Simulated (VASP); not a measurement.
Consider the following.

```
ZrO2
1.0
    0.00000     2.53335     2.53335
    2.53335     0.00000     2.53335
    2.53335     2.53335     0.00000
Zr O
1 2
Direct
  0.00000   0.00000   0.00000
  0.25000   0.25000   0.25000
  0.75000   0.75000   0.75000
```

These are PBE GGA, VASP's PBE PAW potentials (set 64) (plane waves; VASP) values and carry that method's errors. Numerical set-up: 520 eV cut-off, 8×8×8 Γ-centred mesh, Gaussian smearing of 0.050 eV, potentials Zr_sv O.

Problem. Predict the energy per atom (σ→0), pressure, band gap (on the k-mesh) with the smallest direct gap where there is one.

Solution. 
- band gap (on the k-mesh) = 3.39 eV
- smallest direct gap (on the k-mesh) = 3.85 eV
- energy per atom (σ→0) = -9.514 eV/atom
- pressure = 7.62 GPa

Only differences to runs with the same potentials and settings are physical.

The compound is ZrO2 in the fluorite structure, the high-temperature cubic form, which is unstable at 0 K; the monoclinic form is the stable one. This cell is one point of a volume scan, at 0.97 of the reference volume.
